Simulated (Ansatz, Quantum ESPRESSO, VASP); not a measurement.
# One structure in several programs: LaIn5Rh (P4/mmm, 7 atoms in the cell)

Self-consistent single point.

```
CELL_PARAMETERS angstrom
      4.64255     0.00000     0.00000
      0.00000     4.64255     0.00000
      0.00000     0.00000     7.53034
ATOMIC_POSITIONS crystal
  La 0.00000 0.00000 0.00000
  In 0.50000 0.50000 0.00000
  In 0.50000 0.00000 0.69223
  In 0.50000 0.00000 0.30777
  In 0.00000 0.50000 0.69223
  In 0.00000 0.50000 0.30777
  Rh 0.00000 0.00000 0.50000
```

Shared settings, as Ansatz (an electronic-structure program) writes them: kpoints.mp_grid.grid = 5 5 3; scf.occupations.method = fermi_dirac; scf.occupations.width = 0.0037 Ry. Potentials and cutoffs stand in the table.

```tsv
code	model	pressure (GPa)	largest force (eV/Å)	cutoff
Quantum ESPRESSO	LDA (PZ), GBRV 1.5 ultrasoft (LDA) pseudopotentials	-2.62	0.111	40 Ry
Ansatz	LDA (PW92), PAW files made with PBE	-1.44	0.126	default
VASP	LDA (PZ), VASP's LDA PAW potentials (set 64)	-1.74	0.145	300 eV
```

On Ansatz's run: spin polarisation is off.

The spread over the programs that give each value: pressure within 1.18 GPa; largest force within 0.034 eV/Å.

Ansatz's pressure is given at a fixed set of plane waves, as the other plane-wave codes print theirs. The same LDA comes in different parametrisations, which differ slightly.

VASP's run is marked for a possible Pulay error in its stress at this cutoff; no cutoff test was made.

The starting cell comes from a database of computed structures (which also holds hypothetical and non-ambient phases and stackings), without a prior relaxation at this level. Its lattice was rescaled by a random factor within 2.5 % of one.

Left out of this page: CP2K, Elk and FLEUR (not drawn, or without a comparable value).

Keys are those of Ansatz 0.2.
